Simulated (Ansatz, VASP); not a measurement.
# Cross-check of Mo2SeS3 between VASP and Ansatz, part 2 of 2

One calculation is typed for both programs; each brings its own data sets. How far apart do they land? The cell is generated by rule, not measured, and may not be a known phase. The cell is taken from a series of runs on this material, whose earlier steps may have relaxed, scaled, displaced or heated it; both programs get it as it stands.

VASP 6.6.1 and Ansatz 0.2.0.

So far. Step 3 (Ansatz: single point, PBEsol, pair 1): The run ends at a pressure of 4.13 GPa, with forces up to 0.016 eV/Å.

## (6) Ansatz: single point, PBEsol, pair 2

Level of this step: Ansatz beside VASP: Kohn-Sham DFT, plane waves, PBEsol (Ansatz).

With cell and atoms fixed, the geometry can't cause a difference; cores, projectors, grids and the points listed under the comparison can.

The cell is taken from a series of runs on this material, whose earlier steps may have relaxed, scaled, displaced or heated it; both programs get it as it stands.

File input.yaml:

```yaml
crystal:
  lattice:
    - [3.1444730757, 0.0, 0.0]
    - [-1.5722365378, 2.7231935651, 0.0]
    - [0.0, 0.0, 11.7798069796]
  atoms:
    - { symbol: Mo, position: [0.3333333333, 0.6666666667, 0.244121805] }
    - { symbol: S, position: [0.6666666667, 0.3333333333, 0.375572156] }
    - { symbol: S, position: [0.6666666667, 0.3333333333, 0.1123964636] }
    - { symbol: Mo, position: [0.0, 0.0, 0.7569898928] }
    - { symbol: S, position: [0.3333333333, 0.6666666667, 0.8873050472] }
    - { symbol: Se, position: [0.3333333333, 0.6666666667, 0.6116433664] }
kpoints:
  mp_grid: { grid: [12, 12, 2] }
  band_path:
    path:
      - [[0.0, 0.0, 0.0], [0.5, 0.0, 0.0], [0.33333333, 0.33333333, 0.0], [0.0, 0.0, 0.0], [0.0, 0.0, 0.5], [0.5, 0.0, 0.5], [0.33333333, 0.33333333, 0.5], [0.0, 0.0, 0.5]]
      - [[0.5, 0.0, 0.5], [0.5, 0.0, 0.0]]
      - [[0.33333333, 0.33333333, 0.5], [0.33333333, 0.33333333, 0.0]]
    npoints: 10
hamiltonian:
  xc: pbesol
  pseudopotentials: { kind: paw, azcp: { folder: soft_1 }, xc_functional: pbe }
scf:
  occupations: { method: fermi_dirac, width: 0.02 }
  n_extra_bands: 6
output:
  eigenvalues: true
  forces: true
  stress: true
  write_density: true
  write_potential: true
  elf: true
  volumetric_format: npy
```

Run with:

```bash
$ ansatz run input.yaml --threads 2 --pin off --max-ram 92160MiB --backend cuda --events-out ev --progress --plain --runs-dir out --devices 1 --max-vram 13GiB
```

Numbers of over 12 decimals in the logs are rounded to 6 here.

The program printed:

```text
[...]
GPUs: using 1 of 1 available (devices: 1).
[...]
GPU FFT provider: cuFFT
GPU libraries: cuBLAS 13.8.2, cuFFT 12.4.0, cuSOLVER 12.3.4
Crystal: 6 atoms, lattice volume = 100.871 Å³
Basis set: ecut = 420 eV, 1971 PW (Γ), exchange–correlation on 48×48×160 points (8 copies of the dense FFT grid, shifted against one another)
[...]
k-point 0: bands = [... 27 lower, 11.2215, 11.3091, 12.0908, 13.0439, 14.7156, 14.7156, 14.9689, 14.9689, ... 2 higher]
  k-point 1: bands = [... 27 lower, 11.2201, 11.2201, 12.5354, 12.9572, 14.7255, 14.7255, 14.9332, 14.9332, ... 2 higher]
  k-point 2: bands = [... 27 lower, 11.0724, 11.3459, 12.1465, 12.7702, 14.6320, 14.8217, 14.8312, 14.9005, ... 2 higher]
  k-point 37: bands = [... 27 lower, 9.7036, 9.9643, 11.8797, 12.3363, 13.6629, 14.1291, 14.6543, 14.7990, ... 2 higher]
[key lines of the parts left out:]
SCF converged after 9 iterations
Free energy (F): -17879.198641 eV
Fermi energy:    13.256518 eV
P = ⅓ Tr σ = 4.1291 GPa (41.291 kbar)
```

## (7) VASP: single point, PBEsol, pair 2

The same cell, functional, mesh and smearing now go to VASP, with its own data sets.

File INCAR:

```
SYSTEM = Mo2SeS3
PREC = Accurate
ENCUT = 500
EDIFF = 1E-06
NELM = 120
ISMEAR = -1
SIGMA = 0.02
LREAL = .FALSE.
ALGO = Normal
GGA = PS
NBANDS = 32
LASPH = .TRUE.
LORBIT = 11
LWAVE = .FALSE.
LCHARG = .FALSE.
ISIF = 2
GGA_COMPAT = .FALSE.
EFERMI = MIDGAP
KPAR = 2
```

File POSCAR:

```
Mo2SeS3
1.0
    3.1444730757      0.0000000000      0.0000000000
   -1.5722365378      2.7231935651      0.0000000000
    0.0000000000      0.0000000000     11.7798069796
Mo S Se
2 3 1
Direct
    0.3333333333      0.6666666667      0.2441218050
    1.0000000000      0.0000000000      0.7569898928
    0.6666666666      0.3333333334      0.3755721560
    0.6666666666      0.3333333334      0.1123964636
    0.3333333333      0.6666666667      0.8873050472
    0.3333333333      0.6666666667      0.6116433664
```

File KPOINTS:

```
Automatic mesh
0
Gamma
12 12 2
0 0 0
```

Potentials, in the order of the species: Mo_sv, S and Se (PBE family, release 64).

Run with:

```bash
$ mpirun -np 2 vasp_std
```

The program printed:

```text
[banner, memory and clock lines left out]
running    2 mpi-ranks, on    1 nodes
[...]
[... a notice as in an earlier step ...]

 LDA part: xc-table for (Slater+PW92), standard interpolation
 POSCAR, INCAR and KPOINTS ok, starting setup
[...]
entering main loop
       N       E                     dE             d eps       ncg     rms          rms(c)
DAV:   1     0.439393002832E+03    0.43939E+03   -0.29168E+04  2696   0.151E+03
DAV:   2    -0.253387878419E+02   -0.46473E+03   -0.45355E+03  2984   0.391E+02
DAV:   3    -0.480025240023E+02   -0.22664E+02   -0.22472E+02  3136   0.765E+01
DAV:   4    -0.484116398902E+02   -0.40912E+00   -0.40807E+00  2920   0.105E+01
[...]
DAV:  13    -0.458366193290E+02    0.33615E-04   -0.17140E-04  3160   0.667E-02    0.631E-02
DAV:  14    -0.458366192750E+02    0.54009E-07   -0.19797E-05  3264   0.212E-02    0.387E-02
DAV:  15    -0.458366197455E+02   -0.47048E-06   -0.56239E-07  1944   0.443E-03
   1 F= -.45836620E+02 E0= -.45836620E+02  d E =-.562829E-07
```

Parts of OUTCAR (step 7):

```text
  Total        2.6227165      2.6227165      2.7117700      0.0000000     -0.0000000     -0.0000000
  in kB       41.6578986     41.6578986     43.0723799      0.0000000     -0.0000000     -0.0000000
  external PRESSURE =      42.1293924 kB  Pullay stress =       0.0000000 kB

 POSITION                                       TOTAL-FORCE (eV/Angst)
 -----------------------------------------------------------------------------------
     -0.00000      1.81546      2.87571         0.000000      0.000000     -0.002256
      0.00000      0.00000      8.91719        -0.000000      0.000000      0.038011
      1.57224      0.90773      4.42417        -0.000000      0.000000     -0.014810
      1.57224      0.90773      1.32401        -0.000000      0.000000      0.021986
     -0.00000      1.81546     10.45228        -0.000000      0.000000     -0.012538
     -0.00000      1.81546      7.20504         0.000000      0.000000     -0.030394
 -----------------------------------------------------------------------------------
    total drift:                                0.000001     -0.000000      0.000193

  FREE ENERGIE OF THE ION-ELECTRON SYSTEM (eV)
  ---------------------------------------------------
  free  energy   TOTEN  =       -45.8366197455 eV

  energy  without entropy=      -45.8366196892  energy(sigma->0) =      -45.83661972

[... 2 parts as in an earlier step ...]

[... 1 further part left out ...]
[key lines of the parts left out:]
E-fermi :   8.8577
```

The run ends at a pressure of 4.21 GPa, with forces up to 0.038 eV/Å.

## (8) Comparison

What differs besides the data sets and the points named for the pairs above, as far as they apply: the data sets hold 62 valence electrons in Ansatz (on its PAW soft_1 files) and 52 in VASP. Total energies have different zeros and are not compared.

Both answers:

```
              quantity  Ansatz   VASP  difference
        pressure (GPa)    4.13   4.21       -0.08
gap on the k mesh (eV)   0.463  0.482      -0.019
```

At this near-relaxed geometry the largest component of a force difference is 46 meV/Å. A gap on the mesh is an upper bound, since the band edges may lie between its points.

## (9) VASP: single point, PBEsol, pair 3

A single point gives forces, pressure and levels at one fixed geometry, so differences don't come from the geometry; what else differs is listed under the comparison.

INCAR: that of step 7 with these lines changed.

```diff
@@ -1,2 +1,2 @@
-SYSTEM = Mo2SeS3
+SYSTEM = MoSeS
 PREC = Accurate
```

File POSCAR:

```
MoSeS
1.0
    3.1671178746      0.0000000000      0.0000000000
   -1.5835589373      2.7428045362      0.0000000000
    0.0000000000      0.0000000000     12.0096143063
Mo S Se
2 2 2
Direct
    0.3333333334      0.6666666668      0.2550024429
    0.6666666668      0.3333333334      0.7550024429
    0.6666666668      0.3333333334      0.3821955750
    0.3333333334      0.6666666668      0.8821955750
    0.6666666668      0.3333333334      0.1128019821
    0.3333333334      0.6666666668      0.6128019821
```

KPOINTS is that of step 7.

Run with:

```bash
$ mpirun -np 2 vasp_std
```

The program printed:

```text
[... set-up lines as in an earlier step ...]
 entering main loop
       N       E                     dE             d eps       ncg     rms          rms(c)
DAV:   1     0.428903141641E+03    0.42890E+03   -0.28890E+04  2704   0.150E+03
DAV:   2    -0.246785866908E+02   -0.45358E+03   -0.44118E+03  3000   0.383E+02
DAV:   3    -0.469094654452E+02   -0.22231E+02   -0.22027E+02  3104   0.752E+01
DAV:   4    -0.473177059654E+02   -0.40824E+00   -0.40729E+00  3016   0.996E+00
[...]
DAV:  12    -0.449455194742E+02    0.79423E-04   -0.38433E-04  2952   0.101E-01    0.944E-02
DAV:  13    -0.449455082755E+02    0.11199E-04   -0.14312E-04  3248   0.590E-02    0.237E-02
DAV:  14    -0.449455090142E+02   -0.73864E-06   -0.51411E-06  2584   0.132E-02
   1 F= -.44945509E+02 E0= -.44945509E+02  d E =-.283129E-07
```

Parts of OUTCAR (step 9):

```text
  Total        2.7861537      2.7861537      2.9035838      0.0000000      0.0000000     -0.0000000
  in kB       42.7885444     42.7885444     44.5919842      0.0000000      0.0000000     -0.0000000
  external PRESSURE =      43.3896910 kB  Pullay stress =       0.0000000 kB

 POSITION                                       TOTAL-FORCE (eV/Angst)
 -----------------------------------------------------------------------------------
      0.00000      1.82854      3.06248        -0.000000      0.000000      0.037246
      1.58356      0.91427      9.06729         0.000000      0.000000      0.037246
      1.58356      0.91427      4.59002         0.000000      0.000000     -0.010516
      0.00000      1.82854     10.59483        -0.000000     -0.000000     -0.010516
      1.58356      0.91427      1.35471         0.000000      0.000000     -0.026731
      0.00000      1.82854      7.35952        -0.000000     -0.000000     -0.026731
 -----------------------------------------------------------------------------------
    total drift:                               -0.000000     -0.000001      0.000424

  FREE ENERGIE OF THE ION-ELECTRON SYSTEM (eV)
  ---------------------------------------------------
  free  energy   TOTEN  =       -44.9455090142 eV

  energy  without entropy=      -44.9455089858  energy(sigma->0) =      -44.94550900

[... 1 part as in an earlier step ...]

[... 2 further parts left out ...]
[key lines of the parts left out:]
E-fermi :   8.3881
```

The run ends at a pressure of 4.34 GPa, with forces up to 0.037 eV/Å.

## (10) Ansatz: single point, PBEsol, pair 3

The same cell, functional, mesh and smearing now go to Ansatz, which takes its cutoff from its data sets.

The cell is taken from a series of runs on this material, whose earlier steps may have relaxed, scaled, displaced or heated it; both programs get it as it stands.

input.yaml, the sections that differ from step 6:

```yaml
crystal:
  lattice:
    - [3.1671178746, 0.0, 0.0]
    - [-1.5835589373, 2.7428045362, 0.0]
    - [0.0, 0.0, 12.0096143063]
  atoms:
    - { symbol: Mo, position: [0.3333333333, 0.6666666667, 0.2550024429] }
    - { symbol: S, position: [0.6666666667, 0.3333333333, 0.382195575] }
    - { symbol: Se, position: [0.6666666667, 0.3333333333, 0.1128019821] }
    - { symbol: Mo, position: [0.6666666667, 0.3333333333, 0.7550024429] }
    - { symbol: S, position: [0.3333333333, 0.6666666667, 0.882195575] }
    - { symbol: Se, position: [0.3333333333, 0.6666666667, 0.6128019821] }
# kpoints, hamiltonian, scf, output: as in step 6
```

Run with:

```bash
$ ansatz run input.yaml --threads 2 --pin off --max-ram 92160MiB --backend cuda --events-out ev --progress --plain --runs-dir out --devices 1 --max-vram 13GiB
```

The program printed:

```text
[...]
GPUs: using 1 of 1 available (devices: 1).
[...]
GPU FFT provider: cuFFT
GPU libraries: cuBLAS 13.8.2, cuFFT 12.4.0, cuSOLVER 12.3.4
Crystal: 6 atoms, lattice volume = 104.325 Å³
Basis set: ecut = 420 eV, 2045 PW (Γ), exchange–correlation on 48×48×162 points (8 copies of the dense FFT grid, shifted against one another)
[...]
k-point 0: bands = [... 32 lower, 11.3658, 11.4702, 12.5415, 13.1714, 15.3652, 15.3652, 15.3690, 15.3690, ... 2 higher]
  k-point 1: bands = [... 32 lower, 11.3226, 11.3226, 12.9902, 12.9902, 15.3596, 15.3596, 15.3596, 15.3596, ... 2 higher]
  k-point 2: bands = [... 32 lower, 11.3343, 11.5449, 12.5759, 12.9200, 15.2384, 15.2785, 15.3263, 15.4072, ... 2 higher]
  k-point 37: bands = [... 32 lower, 10.1639, 10.1639, 12.3643, 12.3643, 14.2500, 14.2500, 15.0788, 15.0788, ... 2 higher]
[key lines of the parts left out:]
SCF converged after 9 iterations
Free energy (F): -22418.165002 eV
Fermi energy:    13.404330 eV
P = ⅓ Tr σ = 4.1398 GPa (41.398 kbar)
```

## (11) Comparison

What differs besides the data sets and the points named for the pairs above, as far as they apply: the data sets hold 72 valence electrons in Ansatz (on its PAW soft_1 files) and 52 in VASP. Total energies have different zeros and are not compared.

The two programs side by side:

```
              quantity  Ansatz   VASP  difference
        pressure (GPa)    4.14   4.34       -0.20
gap on the k mesh (eV)   0.502  0.508      -0.007
```

At this near-relaxed geometry the largest component of a force difference is 44 meV/Å. A gap on the mesh is an upper bound, since the band edges may lie between its points.

## (12) Summary of results

```
r.m.s. force difference (single point, PBEsol, pair 1) : 15 meV/Å
r.m.s. force difference (single point, PBEsol, pair 2) : 15 meV/Å
r.m.s. force difference (single point, PBEsol, pair 3) : 20 meV/Å
```

The r.m.s. force difference is 20 meV/Å (single point, PBEsol, pair 3), beyond the 12 meV/Å picked in this series as the mark of a large difference. The data sets hold unlike numbers of valence electrons (62 in Ansatz and 52 in VASP and 72 in Ansatz and 52 in VASP), so part of the differences comes from the potentials. Single point, PBEsol, pair 1, VASP with the data sets Mo_pv, S and Se_sv_GW and a cutoff of 620 eV: the difference in pressure goes from -0.084 to 0.66 GPa. What causes the difference of the single point, PBEsol, pair 2 pair stays open here. What causes the difference of the single point, PBEsol, pair 3 pair stays open here. 2 further runs of this series are not shown here. How closely two codes agree says nothing of how well the functional describes the real material.

[Lines on the potential files, build, host, timing and source positions are cut from VASP's logs without a mark.]

[Logs are printed without paths, hosts, clocks, repeated set-up lines and the standing remarks that a program may print on its own settings, such as how far it seeks lower states.]

[Hosts, paths, dates, database ids (printed as entryN), source tags and the programs' standing remarks are cut or masked in the printed files.]
